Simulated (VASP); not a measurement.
# HfTeSe5 (P4/mmm) in VASP: notebook

Runs on HfTeSe5. Level: PBE. Tasks: relaxation of cell and atoms.

All numbers are computed with VASP 6.6.1; they aren't measurements. Logs are shortened: lines on timing, memory, paths and dates and some standing lists are left out, and cuts for length are marked.

**1. The crystal as given**

It takes space group P4/mmm (No. 123, tetragonal). The conventional cell has a = 4.092 Å, b = 4.092 Å, c = 11.374 Å, α = 90.00°, β = 90.00°, γ = 90.00°. Around Hf (site symmetry 4/mmm) lie 8 Se at 2.76 Å. Te (site symmetry 4/mmm) is surrounded by 4 Se at 2.89 Å. Se (site symmetry 2mm) has 2 Hf at 2.76 Å and 4 Se at 2.89 Å as nearest neighbours. Se (site symmetry 4/mmm) has 4 Te at 2.89 Å as nearest neighbours.

The cell was built by a generator and needn't be a form met in nature.

**2. Relaxation of cell and atoms, PBE**

Contents of INCAR:

```
SYSTEM = HfTeSe5
PREC = Accurate ; ENCUT = 520
EDIFF = 1E-6 ; ISMEAR = 0
SIGMA = 0.1 ; LREAL = .False.
LASPH = .True. ; NELM = 120
ALGO = Normal ; ISIF = 3
LWAVE = .False. ; LCHARG = .False.
GGA = PE ; IBRION = 2
NSW = 90 ; EDIFFG = -0.01
KPAR = 4
```

Contents of KPOINTS:

```
regular mesh
0
Gamma
  8 8 4
  0 0 0
```

Contents of POSCAR:

```
HfTeSe5
1.0
    4.0920000000      0.0000000000      0.0000000000
    0.0000000000      4.0920000000      0.0000000000
    0.0000000000      0.0000000000     11.3740000000
Hf Te Se
1 1 5
Direct
    0.0000000000      0.0000000000      0.5000000000
    0.5000000000      0.5000000000      0.0000000000
    0.0000000000      0.5000000000      0.3374362600
    0.0000000000      0.5000000000      0.6625637400
    0.5000000000      0.0000000000      0.3374362600
    0.5000000000      0.0000000000      0.6625637400
    0.0000000000      0.0000000000      0.0000000000
```

Potentials or basis: VASP PAW PBE potentials, release 64 (Hf_pv, Te, Se).

The run is started by

```
> cat potpaw_PBE.64/Hf_pv/POTCAR potpaw_PBE.64/Te/POTCAR potpaw_PBE.64/Se/POTCAR > POTCAR
> mpirun -np 4 vasp_std > vasp.out
```

OUTCAR:

```text
SYSTEM = HfTeSe5
   PREC = Accurate
   ENCUT = 520
   EDIFF = 1E-6
   ISMEAR = 0
   LREAL = .False.
   LASPH = .True.
   NELM = 120
   ISIF = 3
   GGA = PE
   IBRION = 2
   NSW = 90
   EDIFFG = -0.01

 ion  position               nearest neighbor table
   1  0.000  0.000  0.500-   3 2.76   4 2.76   5 2.76   6 2.76   3 2.76   4 2.76   5 2.76   6 2.76

   2  0.500  0.500  0.000-   7 2.89   7 2.89   7 2.89   7 2.89
   3  0.000  0.500  0.337-   1 2.76   1 2.76
   4  0.000  0.500  0.663-   1 2.76   1 2.76
   5  0.500  0.000  0.337-   1 2.76   1 2.76
   6  0.500  0.000  0.663-   1 2.76   1 2.76
   7  0.000  0.000  0.000-   2 2.89   2 2.89   2 2.89   2 2.89

  LATTYP: Found a simple tetragonal cell.
 ALAT       =     4.0920000000
 C/A-ratio  =     2.7795698925

  Lattice vectors:

 A1 = (   4.0920000000,   0.0000000000,   0.0000000000)
 A2 = (   0.0000000000,   4.0920000000,   0.0000000000)
 A3 = (   0.0000000000,   0.0000000000,  11.3740000000)

Analysis of symmetry for initial positions (statically):
=====================================================================
 Subroutine PRICEL returns:
 Original cell was already a primitive cell.

 Routine SETGRP: Setting up the symmetry group for a
 simple tetragonal supercell.

 Subroutine GETGRP returns: Found 16 space group operations
 (whereof 16 operations were pure point group operations)
 out of a pool of 16 trial point group operations.

The static configuration has the point symmetry D_4h.

Analysis of symmetry for dynamics (positions and initial velocities):
=====================================================================
 Subroutine PRICEL returns:
 Original cell was already a primitive cell.

 Routine SETGRP: Setting up the symmetry group for a
 simple tetragonal supercell.

 Subroutine GETGRP returns: Found 16 space group operations
 (whereof 16 operations were pure point group operations)
 out of a pool of 16 trial point group operations.

The dynamic configuration has the point symmetry D_4h.

 Subroutine INISYM returns: Found 16 space group operations
 (whereof 16 operations are pure point group operations),
 and found     1 'primitive' translations

----------------------------------------------------------------------------------------

                                     Primitive cell

  volume of cell :     190.4515

  direct lattice vectors                    reciprocal lattice vectors
     4.092000000  0.000000000  0.000000000     0.244379277  0.000000000  0.000000000
     0.000000000  4.092000000  0.000000000     0.000000000  0.244379277  0.000000000
     0.000000000  0.000000000 11.374000000     0.000000000  0.000000000  0.087919817

  length of vectors
     4.092000000  4.092000000 11.374000000     0.244379277  0.244379277  0.087919817

  position of ions in fractional coordinates (direct lattice)
     0.000000000  0.000000000  0.500000000
     0.500000000  0.500000000  0.000000000
     0.000000000  0.500000000  0.337436260
     0.000000000  0.500000000  0.662563740
     0.500000000  0.000000000  0.337436260
     0.500000000  0.000000000  0.662563740
     0.000000000  0.000000000  0.000000000

  ion indices of the primitive-cell ions
   primitive index   ion index
                 1           1
                 2           2
                 3           3
                 4           4
                 5           5
                 6           6
                 7           7

----------------------------------------------------------------------------------------

 KPOINTS: regular mesh

Automatic generation of k-mesh.
 Grid dimensions read from file:
 generate k-points for:    8    8    4

 Generating k-lattice:

  Cartesian coordinates                     Fractional coordinates (reciprocal lattice)
     0.030547410  0.000000000  0.000000000     0.125000000  0.000000000  0.000000000
     0.000000000  0.030547410  0.000000000     0.000000000  0.125000000  0.000000000
     0.000000000  0.000000000  0.021979954     0.000000000  0.000000000  0.250000000

  Length of vectors
     0.030547410  0.030547410  0.021979954

  Shift w.r.t. Gamma in fractional coordinates (k-lattice)
     0.000000000  0.000000000  0.000000000

 Subroutine IBZKPT returns following result:
 ===========================================

 Found     45 irreducible k-points:

 Following reciprocal coordinates:
            Coordinates               Weight
  0.000000  0.000000  0.000000      1.000000
  0.125000  0.000000  0.000000      4.000000
  0.250000  0.000000  0.000000      4.000000
  0.375000  0.000000  0.000000      4.000000
  0.500000  0.000000  0.000000      2.000000
  0.125000  0.125000  0.000000      4.000000
[... 16 lines left out ...]
  0.375000  0.125000  0.250000     16.000000
  0.500000  0.125000  0.250000      8.000000
 [... further k-points ...]
   k-points           NKPTS =     45   k-points in BZ     NKDIM =     45   number of bands    NBANDS=     27
   number of dos      NEDOS =    301   number of ions     NIONS =      7
   total plane-waves  NPLWV =  81000
   dimension x,y,z NGX =    30 NGY =   30 NGZ =   90
   dimension x,y,z NGXF=    60 NGYF=   60 NGZF=  180
   ions per type =               1   1   5
   NGX,Y,Z   is equivalent  to a cutoff of  12.19, 12.19, 13.15 a.u.
   NGXF,Y,Z  is equivalent  to a cutoff of  24.38, 24.38, 26.31 a.u.
 SYSTEM =  HfTeSe5
   PREC   = accura    normal or accurate (medium, high low for compatibility)
   ISTART =      0    job   : 0-new  1-cont  2-samecut
   ICHARG =      2    charge: 1-file 2-atom 10-const
   ISPIN  =      1    spin polarized calculation?
   LNONCOLLINEAR =      F non collinear calculations
   LSORBIT =      F    spin-orbit coupling
   LASPH  =      T    aspherical Exc in radial PAW
   ENCUT  =  520.0 eV  38.22 Ry    6.18 a.u.   7.61  7.61 21.15*2*pi/ulx,y,z
   NELM   =    120;   NELMIN=  2; NELMDL= -5     # of ELM steps
   EDIFF  = 0.1E-05   stopping-criterion for ELM
   LREAL  =      F    real-space projection
   EDIFFG = -.1E-01   stopping-criterion for IOM
   NSW    =     90    number of steps for IOM
   IBRION =      2    ionic relax: 0-MD 1-quasi-New 2-CG
   NFREE  =      1    steps in history (QN), initial steepest desc. (CG)
   ISIF   =      3    stress and relaxation
   ISYM   =      2    0-nonsym 1-usesym 2-fastsym
   POTIM  = 0.5000    time-step for ionic-motion
   TEBEG  =    0.0;   TEEND  =   0.0 temperature during run
   PSTRESS=    0.0 pullay stress
   NELECT =      46.0000    total number of electrons
   NUPDOWN=      -1.0000    fix difference up-down
   EMIN   =  10.00;   EMAX   =-10.00  energy-range for DOS
   EFERMI =   0.00;   METHOD = LEGACY
   ISMEAR =     0;   SIGMA  =   0.10  broadening in eV -4-tet -1-fermi 0-gaus
   EFERMI_NEDOS =   21; number of points for ismear=-14 and -15
   IALGO  =     38    algorithm
   IMIX   =      4    mixing-type and parameters
     AMIX     =   0.40;   BMIX     =  1.00
     AMIX_MAG =   1.60;   BMIX_MAG =  1.00
  volume/ion in A,a.u.               =      27.21       183.60
  Fermi-wavevector in a.u.,A,eV,Ry     =   1.019528  1.926629 14.142412  1.039438
  Thomas-Fermi vector in A             =   2.153047
   LORBIT       =      0    0 simple, 1 ext, 2 COOP (PROOUT), +10 PAW based schemes
   GGA     = PE    functional components
   LHFCALC =     F    Hartree Fock is set to
   AEXX    =    0.0000 exact exchange contribution
   IVDW    =     0    specifies the selected vdW correction
   LEPSILON=     F    determine dielectric tensor
   LRPA    =     F    only Hartree local field effects (RPA)
 conjugate gradient relaxation of ions
 non-spin polarized calculation
 Gauss-broadening in eV      SIGMA  =   0.10
  energy-cutoff  :      520.00
  volume of cell :      190.45
 maximum number of plane-waves:      5165
   NGX = 15   NGY = 15   NGZ = 43

--------------------------------------- Ionic step        1  -------------------------------------------

 number of electron      46.0000009 magnetization

 Free energy of the ion-electron system (eV)
  ---------------------------------------------------
  ext. energy  EPLUGINS =         0.00000000
  ---------------------------------------------------
  free energy    TOTEN  =       -32.75898725 eV

  energy without entropy =      -32.73542027  energy(sigma->0) =      -32.74720376

------------------------ aborting loop because EDIFF is reached ----------------------------------------

  FORCE on cell =-STRESS in cart. coord.  units (eV):
  Direction    XX          YY          ZZ          XY          YZ          ZX
  --------------------------------------------------------------------------------------
  -------------------------------------------------------------------------------------
  Total        0.3004063      0.3004063      1.1327220      0.0000000      0.0000000      0.0000000
  in kB        2.5271740      2.5271740      9.5290466      0.0000000      0.0000000      0.0000000
  external PRESSURE =       4.8611315 kB  Pullay stress =       0.0000000 kB
[... 104 lines left out ...]
  FREE ENERGIE OF THE ION-ELECTRON SYSTEM (eV)
  ---------------------------------------------------
  free  energy   TOTEN  =       -32.7636120557 eV

  energy  without entropy=      -32.7402703765  energy(sigma->0) =      -32.75194122

[... ionic steps 4 to 19 ...]

--------------------------------------- Ionic step       20  -------------------------------------------

 number of electron      46.0000008 magnetization

------------------------ aborting loop because EDIFF is reached ----------------------------------------
[... 77 lines left out ...]
--------------------------------------- Ionic step       22  -------------------------------------------

 number of electron      46.0000008 magnetization

 Free energy of the ion-electron system (eV)
  ---------------------------------------------------
  ext. energy  EPLUGINS =         0.00000000
  ---------------------------------------------------
  free energy    TOTEN  =       -32.77250984 eV

  energy without entropy =      -32.75017079  energy(sigma->0) =      -32.76134032

 E-fermi :   3.2244     XC(G=0):  -8.9061

 val. band max:        3.2185796099   @ k =   0.3750   0.1250   0.0000
 cond. band min:       3.2299912912   @ k =   0.3750   0.1250   0.2500
 fundamental gap:      0.0114116813
 Fermi energy:         3.2244062566

 k-point     1 :       0.0000    0.0000    0.0000
  band No.  band energies     occupation
      1     -28.5354      2.00000
      2     -28.5354      2.00000
      3     -28.5057      2.00000
      4     -11.8072      2.00000
      5     -11.2880      2.00000
      6     -10.6649      2.00000
[... 709 lines left out ...]
     26       3.7925      0.00000
     27       4.2980      0.00000

 [... further k-points ...]

------------------------ aborting loop because EDIFF is reached ----------------------------------------

  FORCE on cell =-STRESS in cart. coord.  units (eV):
  Direction    XX          YY          ZZ          XY          YZ          ZX
  --------------------------------------------------------------------------------------
  -------------------------------------------------------------------------------------
  Total       -0.0460496     -0.0460496     -0.0395657      0.0000000     -0.0000000     -0.0000000
  in kB       -0.3698455     -0.3698455     -0.3177709      0.0000000     -0.0000000     -0.0000000
  external PRESSURE =      -0.3524873 kB  Pullay stress =       0.0000000 kB
[... 22 lines left out ...]
  FREE ENERGIE OF THE ION-ELECTRON SYSTEM (eV)
  ---------------------------------------------------
  free  energy   TOTEN  =       -32.7725098429 eV

  energy  without entropy=      -32.7501707935  energy(sigma->0) =      -32.76134032

 reached required accuracy - stopping structural energy minimisation
```

Wall time 9.6 min (4 MPI ranks of Intel Xeon Platinum 8488C (Sapphire Rapids), shared host); peak memory 0.45 GiB.

Results:

| Quantity | Value |
| --- | --- |
| Free energy | -32.7725 eV |
| Relaxed volume | 28.50 Å³/atom |
| Relaxed cell | a = 4.092 Å, b = 4.092 Å, c = 11.914 Å, α = 90.00°, β = 90.00°, γ = 90.00° |
| Space group after relaxing (to 0.05 Å) | P4/mmm (No. 123) |
| Energy gained by relaxing | 1.9 meV/atom |
| Ionic steps | 22 |
| Pressure after relaxing | 0.0 GPa |
| Largest force after relaxing | 0.008 eV/Å |

Forces on the atoms (eV/Å):
```
Hf   0.000  0.000  0.000
Te   0.000  0.000  0.000
Se   0.000  0.000  0.008
Se   0.000  0.000 -0.008
Se   0.000  0.000  0.008
Se   0.000  0.000 -0.008
Se   0.000  0.000  0.000
```

The path:
```tsv
step	energy change (eV)	largest force (eV/Å)	pressure (GPa)	volume (Å³)
1	0.0000	0.0858	0.49	190.45
2	-0.0044	0.0495	-0.26	192.73
3	-0.0046	0.0239	-0.14	192.31
4	-0.0061	0.0379	-0.01	192.13
5	-0.0062	0.0437	0.04	192.06
6	-0.0066	0.0400	0.06	192.23
7	-0.0078	0.0277	0.09	192.73
8	-0.0096	0.0036	0.17	193.73
9	-0.0111	0.0466	0.35	195.73
10	-0.0113	0.0444	0.33	195.90
11	-0.0118	0.0372	0.28	196.40
12	-0.0126	0.0243	0.13	197.39
13	-0.0131	0.0020	-0.11	199.40
14	-0.0131	0.0030	-0.09	199.07
15	-0.0130	0.0136	0.02	198.23
16	-0.0131	0.0067	-0.01	198.72
17	-0.0131	0.0041	-0.05	198.95
18	-0.0132	0.0025	-0.05	199.03
19	-0.0134	0.0028	-0.04	199.26
20	-0.0135	0.0138	-0.02	199.73
21	-0.0135	0.0115	-0.03	199.64
22	-0.0135	0.0076	-0.04	199.49
```

Final structure:
```cif
data_structure
_symmetry_space_group_name_H-M 'P 1'
_symmetry_Int_Tables_number 1
_cell_length_a 4.0919
_cell_length_b 4.0919
_cell_length_c 11.9142
_cell_angle_alpha 90.000
_cell_angle_beta 90.000
_cell_angle_gamma 90.000
_cell_volume 199.49
loop_
_atom_site_label
_atom_site_type_symbol
_atom_site_fract_x
_atom_site_fract_y
_atom_site_fract_z
_atom_site_occupancy
Hf1 Hf 0.00000 0.00000 0.50000 1
Te1 Te 0.50000 0.50000 0.00000 1
Se1 Se 0.00000 0.50000 0.34340 1
Se2 Se 0.00000 0.50000 0.65660 1
Se3 Se 0.50000 0.00000 0.34340 1
Se4 Se 0.50000 0.00000 0.65660 1
Se5 Se 0.00000 0.00000 0.00000 1
```

Levels at points of the mesh, in eV from the Fermi level:
```tsv
k point	band 21	band 22	band 23	band 24	band 25	band 26
(0.00, 0.00, 0.00)	-0.01	0.74	0.74	0.97	1.50	1.56
(0.50, 0.00, 0.00)	-1.80	-1.72	-1.25	-1.10	-0.91	-0.86
(0.50, 0.50, 0.00)	-0.73	0.42	0.50	1.94	2.64	3.08
(0.00, 0.00, 0.50)	-0.01	0.75	0.75	0.99	1.50	1.56
(0.50, 0.00, 0.50)	-1.74	-1.69	-1.65	-1.15	-0.86	-0.86
(0.50, 0.50, 0.50)	-0.78	0.42	0.58	1.95	2.64	3.08
```

Caveat: the bands computed are all filled at some k points, so no gap is given; this functional lacks dispersion, which binds the layers, so the pressure and a relaxed spacing across them are unreliable.

**3. Relaxation of cell and atoms, PBE**

This run uses another cell than the first one, of 28.50 Å³/atom, 1.047 times its volume.

Contents of INCAR:

```
SYSTEM = HfTeSe5
PREC = Accurate ; ENCUT = 520
EDIFF = 1E-7 ; ISMEAR = 0
SIGMA = 0.1 ; LREAL = .False.
LASPH = .True. ; NELM = 120
ALGO = Normal ; ISIF = 3
LWAVE = .False. ; LCHARG = .False.
GGA = PE ; IBRION = 2
NSW = 60 ; EDIFFG = -0.005
POTIM = 0.3 ; KPAR = 4
```

KPOINTS is that of step 2.

Contents of POSCAR:

```
HfTeSe5                                 
1.0
    4.0919074426      0.0000000000      0.0000000000
    0.0000000000      4.0919074426      0.0000000000
    0.0000000000      0.0000000000     11.9141774866
  Hf              Te              Se            
     1     1     5
Direct
     0.0000000000000000    0.0000000000000000    0.5000000000000000
     0.5000000000000000    0.5000000000000000    0.0000000000000000
     0.0000000000000000    0.5000000000000000    0.3434022176519277
     0.0000000000000000    0.5000000000000000    0.6565977823480722
     0.5000000000000000    0.0000000000000000    0.3434022176519277
     0.5000000000000000    0.0000000000000000    0.6565977823480722
     0.0000000000000000    0.0000000000000000    0.0000000000000000
```

Potentials or basis: VASP PAW PBE potentials, release 64 (Hf_pv, Te, Se).

The run is started by

```
> cat potpaw_PBE.64/Hf_pv/POTCAR potpaw_PBE.64/Te/POTCAR potpaw_PBE.64/Se/POTCAR > POTCAR
> mpirun -np 4 vasp_std > vasp.out
```

Run time: 75 s. Hardware: 4 MPI ranks of Intel Xeon Platinum 8488C (Sapphire Rapids), shared host; peak memory 0.44 GiB.

It converged, with:

| Item | Value |
| --- | --- |
| Free energy | -32.7731 eV |
| Relaxed volume | 28.49 Å³/atom |
| Relaxed cell | a = 4.091 Å, b = 4.091 Å, c = 11.913 Å, α = 90.00°, β = 90.00°, γ = 90.00° |
| Space group after relaxing (to 0.05 Å) | P4/mmm (No. 123) |
| Energy gained by relaxing | 0.0 meV/atom |
| Ionic steps | 2 |
| Pressure after relaxing | 0.0 GPa |
| Largest force after relaxing | 0.004 eV/Å |

Forces on the atoms (eV/Å):
```
Hf   0.000  0.000  0.000
Te   0.000  0.000  0.000
Se   0.000  0.000  0.004
Se   0.000  0.000 -0.004
Se   0.000  0.000  0.004
Se   0.000  0.000 -0.004
Se   0.000  0.000  0.000
```

Final structure:
```cif
data_structure
_symmetry_space_group_name_H-M 'P 1'
_symmetry_Int_Tables_number 1
_cell_length_a 4.0912
_cell_length_b 4.0912
_cell_length_c 11.9133
_cell_angle_alpha 90.000
_cell_angle_beta 90.000
_cell_angle_gamma 90.000
_cell_volume 199.40
loop_
_atom_site_label
_atom_site_type_symbol
_atom_site_fract_x
_atom_site_fract_y
_atom_site_fract_z
_atom_site_occupancy
Hf1 Hf 0.00000 0.00000 0.50000 1
Te1 Te 0.50000 0.50000 0.00000 1
Se1 Se 0.00000 0.50000 0.34342 1
Se2 Se 0.00000 0.50000 0.65658 1
Se3 Se 0.50000 0.00000 0.34342 1
Se4 Se 0.50000 0.00000 0.65658 1
Se5 Se 0.00000 0.00000 0.00000 1
```

Levels at points of the mesh, in eV from the Fermi level:
```tsv
k point	band 19	band 20	band 21	band 22	band 23	band 24	band 25	band 26	band 27
(0.00, 0.00, 0.00)	-2.49	-0.10	-0.01	0.74	0.74	0.97	1.50	1.56	1.56
(0.50, 0.00, 0.00)	-1.97	-1.90	-1.81	-1.72	-1.25	-1.10	-0.91	-0.86	-0.82
(0.50, 0.50, 0.00)	-2.49	-1.28	-0.73	0.42	0.50	1.94	2.64	3.08	3.21
(0.00, 0.00, 0.50)	-2.70	-0.05	-0.01	0.75	0.75	1.00	1.50	1.56	1.56
(0.50, 0.00, 0.50)	-1.91	-1.81	-1.74	-1.69	-1.65	-1.15	-0.86	-0.86	-0.81
(0.50, 0.50, 0.50)	-2.47	-1.30	-0.78	0.42	0.58	1.95	2.64	3.08	3.21
```

Caveat: the bands computed are all filled at some k points, so no gap is given; this functional lacks dispersion, which binds the layers, so the pressure and a relaxed spacing across them are unreliable. Spin-orbit coupling is left out, which matters for the levels of Hf, Te.
